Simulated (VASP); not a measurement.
Method: PBEsol GGA, VASP's PBE PAW potentials (set 64) (plane waves; VASP).

A VASP calculation is set up with these files.

**INCAR**
```
ALGO = Normal
EDIFF = 1E-7
ENCUT = 400
GGA = PS
ICHARG = 11
ISMEAR = 0
LASPH = .True.
LCHARG = .False.
LMAXMIX = 4
LORBIT = 11
LREAL = .False.
LWAVE = .False.
NELM = 100
PREC = Accurate
SIGMA = 0.05
SYSTEM = Be4SSe3
```

File KPOINTS:
```
k-points along high-symmetry lines
8
Line-mode
Reciprocal
  0.000000   0.000000   0.000000 ! GAMMA
 -0.500000  -0.500000   0.000000 ! Y

 -0.500000  -0.500000   0.000000 ! Y
 -0.625000  -0.375000   0.000000 ! C_0

 -0.375000   0.375000   0.000000 ! SIGMA_0
  0.000000   0.000000   0.000000 ! GAMMA

  0.000000   0.000000   0.000000 ! GAMMA
  0.500000   0.500000   0.500000 ! Z

  0.500000   0.500000   0.500000 ! Z
  0.125000   0.875000   0.500000 ! A_0

 -0.125000   0.125000   0.500000 ! E_0
  0.000000   0.000000   0.500000 ! T

  0.000000   0.000000   0.500000 ! T
 -0.500000  -0.500000   0.000000 ! Y

  0.000000   0.000000   0.000000 ! GAMMA
 -0.500000   0.000000   0.000000 ! S

 -0.500000   0.000000   0.000000 ! S
  0.000000   0.500000   0.500000 ! R

  0.000000   0.500000   0.500000 ! R
  0.500000   0.500000   0.500000 ! Z

  0.500000   0.500000   0.500000 ! Z
  0.000000   0.000000   0.500000 ! T
```

### POSCAR
```
Be4SSe3
1
    0.0015989797     5.0641519216     5.0570357579
    5.0641519216     0.0015989797     5.0570357579
    2.5328754507     2.5328754507     0.0000000000
Be Se S
4 3 1
Direct
  0.9996737388   0.9996737388   0.0006525224
  0.9884330115   0.5044912277   0.0070757607
  0.5044912277   0.9884330115   0.0070757607
  0.5074485496   0.5074485496   0.9851029009
  0.1251144411   0.1251144411   0.2497711179
  0.1251086090   0.6246733406   0.2502180504
  0.6246733406   0.1251086090   0.2502180504
  0.6250570818   0.6250570818   0.2498858365
```

POTCAR, in this order: Be Se S (PBE.64 set). Program: vasp_std. Read from the step before: CHGCAR.

What VASP printed:

### OSZICAR
```
       N       E                     dE             d eps       ncg     rms          rms(c)
DAV:   1     0.120727669760E+03    0.12073E+03   -0.11526E+04  3696   0.106E+03
DAV:   2    -0.269679344435E+02   -0.14770E+03   -0.14005E+03  5179   0.192E+02
DAV:   3    -0.373444532531E+02   -0.10377E+02   -0.10286E+02  4676   0.577E+01
DAV:   4    -0.375290811774E+02   -0.18463E+00   -0.18426E+00  4712   0.899E+00
DAV:   5    -0.375333239788E+02   -0.42428E-02   -0.42408E-02  4661   0.124E+00
DAV:   6    -0.375334274115E+02   -0.10343E-03   -0.10339E-03  4764   0.184E-01
DAV:   7    -0.375334301878E+02   -0.27762E-05   -0.27761E-05  4638   0.274E-02
DAV:   8    -0.375334303053E+02   -0.11757E-06   -0.11749E-06  4069   0.480E-03
DAV:   9    -0.375334303099E+02   -0.45970E-08   -0.45702E-08  3180   0.987E-04
   1 F= -.37533430E+02 E0= -.37533430E+02  d E =-.310609E-11
```

**OUTCAR**
```
 val. band max:        3.6531177453   @ k =   0.0000   0.0000   0.0000

 cond. band min:       5.9548581660   @ k =   0.0000   0.0000   0.5000



 k-point     1 :       0.0000    0.0000    0.0000
  band No.  band energies     occupation
      1     -10.3050      2.00000
      2      -8.9015      2.00000
      3      -8.8414      2.00000
      4      -8.3698      2.00000
      5      -2.3518      2.00000
      6      -2.2439      2.00000
      7      -1.5880      2.00000
      8       0.7257      2.00000
      9       0.7892      2.00000
     10       2.1558      2.00000
     11       2.3319      2.00000
     12       2.4679      2.00000
     13       2.7265      2.00000
     14       3.5967      2.00000
     15       3.6289      2.00000
     16       3.6531      2.00000
     17       6.0744      0.00000
     18       7.7016      0.00000
     19       7.8983      0.00000
     20       8.1281      0.00000
     21       8.3503      0.00000

 k-point     2 :      -0.0714   -0.0714    0.0000
  band No.  band energies     occupation
      1     -10.2871      2.00000
      2      -8.9052      2.00000
      3      -8.8453      2.00000
      4      -8.4047      2.00000
      5      -2.3116      2.00000
      6      -2.2038      2.00000
      7      -1.5305      2.00000
      8       0.7455      2.00000
      9       0.8100      2.00000
     10       2.1524      2.00000
     11       2.2433      2.00000
     12       2.3821      2.00000
     13       2.7215      2.00000
     14       3.5121      2.00000
     15       3.5323      2.00000
     16       3.5939      2.00000
     17       6.1111      0.00000
     18       7.7419      0.00000
     19       7.9612      0.00000
     20       8.2087      0.00000
     21       8.4092      0.00000

 k-point     3 :      -0.1429   -0.1429    0.0000
  band No.  band energies     occupation
      1     -10.2335      2.00000
      2      -8.9159      2.00000
      3      -8.8563      2.00000
      4      -8.5045      2.00000
...
```

The density is held fixed in this step, so its total energy and stress have no physical meaning.

The structure was generated: Be4SSe3 was put into an ordered model structure (Amm2), which need not be its known phase. It was relaxed first.
